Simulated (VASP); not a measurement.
Input for VASP

### POSCAR
```
RbBr
1
   -0.0000000000     2.9799760848     2.9799760848
    2.9799760848    -0.0000000000     2.9799760848
    2.9799760848     2.9799760848    -0.0000000000
Rb Br
1 1
Direct
  0.0000000000   1.0000000000   1.0000000000
  0.5000000000   0.5000000000   0.5000000000
```

**INCAR**
```
SYSTEM=RbBr
PREC=Accurate; ENCUT=500; LREAL=.FALSE.
LASPH=.TRUE.
EDIFF=1E-6; NELM=100; ALGO=Normal
LMAXMIX=4
ISMEAR=0; SIGMA=0.05
GGA=PE
IBRION=2; NSW=40; ISIF=3
EDIFFG=-0.02; PSTRESS=200
LWAVE=.FALSE.; LCHARG=.FALSE.
```

File KPOINTS:
```
kpoints
0
Gamma
  8 8 8
0 0 0
```

POTCAR, in this order: Rb_sv Br (PBE.64 set). Program: vasp_std.

Question: Translate this PBE calculation to Ansatz.

Answer: One equivalent input (not run):
Ansatz 0.2 input:
```yaml
crystal:
  lattice:
    - [0.0000000, 2.9799761, 2.9799761]
    - [2.9799761, 0.0000000, 2.9799761]
    - [2.9799761, 2.9799761, 0.0000000]
  atoms:
    - { symbol: Rb, position: [0.0000000, 1.0000000, 1.0000000] }
    - { symbol: Br, position: [0.5000000, 0.5000000, 0.5000000] }
kpoints:
  mp_grid: { grid: [8, 8, 8] }
hamiltonian:
  xc: pbe
  pseudopotentials: { kind: paw }
scf:
  occupations: { method: gaussian, width: 0.05 }
  max_iter: 100
relax:
  max_steps: 40
  f_tol: 0.02
  cell: { p_target: 20 }
output: { forces: true, stress: true, eigenvalues: true }
```
The two are equivalent in intent, not identical: each code has its own PAW files, so the cut-off isn't converted (ENCUT is set for VASP's; basis.ecutwfc is left out, and Ansatz then takes the one that its files recommend); Ansatz stops its SCF on the density residual and VASP on the energy change (EDIFF).

The compound is RbBr in the rock salt structure. It was relaxed first under an external pressure of 20 GPa.
